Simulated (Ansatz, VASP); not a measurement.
## Two plane-wave programs on W3N4

```
W N
1.0
     4.15742    0.00000    0.00000
     0.00000    4.15742    0.00000
     0.00000    0.00000    4.15742
W N
3 4
Direct
  0.50000 0.50000 0.00000
  0.00000 0.50000 0.50000
  0.50000 0.00000 0.50000
  0.50000 0.50000 0.50000
  0.50000 0.00000 0.00000
  0.00000 0.50000 0.00000
  0.00000 0.00000 0.50000
```

Alike in both runs: functional LDA; k mesh 8 × 8 × 8; occupations fermi-dirac, width 0.15 eV; no spin polarisation.

Ansatz relaxed the structure, and its values are those at the end. VASP's run is a single point on that final structure, the one shown.

```csv
,VASP,Ansatz
version,VASP 6.6.1,Ansatz 0.2.0
potentials or method,"VASP PAW LDA potentials, release 64 (W_sv, N)","scalar-relativistic, plane waves, PAW"
plane-wave cutoff (eV),520,420
valence electrons in the cell,62,62
```

Ansatz gave:

* gap on the k mesh at the Fermi level (eV): none
* pressure (GPa): 0.0

What did VASP give for the same quantities?

gap on the k mesh at the Fermi level (eV): none; pressure (GPa): 2.9.

A gap of «none» marks a metal or a gap that the smearing closes.

Spin-orbit coupling is left out, which matters for the levels of W.
